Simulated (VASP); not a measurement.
```xyz
2
Lattice="3.2603 0.0000 0.0000 0.0000 3.2603 0.0000 0.0000 0.0000 3.2603" Properties=species:S:1:pos:R:3 pbc="T T T"
In     1.6302     1.6302     1.6302
Pd     0.0000     0.0000     0.0000
```

Calculation: r2SCAN+rVV10, VASP's PBE PAW potentials (set 64) (plane waves; VASP). Settings: 520 eV cut-off, 11×11×11 Γ-centred mesh, first-order Methfessel-Paxton smearing of 0.10 eV, potentials In_d Pd.

### Question
The job: PdIn (CsCl type), 2 atoms, r2SCAN+rVV10, static run, 520 eV, 11×11×11 Γ-centred mesh. Roughly how much core time does it take on a busy server core?

### Answer
About 80 core-seconds (one run on a shared machine, a rough figure). It had 56 irreducible k-points, 15 bands, up to 947 plane waves and 18 electronic steps.

The compound is PdIn in the CsCl type structure. It was relaxed first. The electron count is odd and the run is not spin-polarised, which forces a metal.
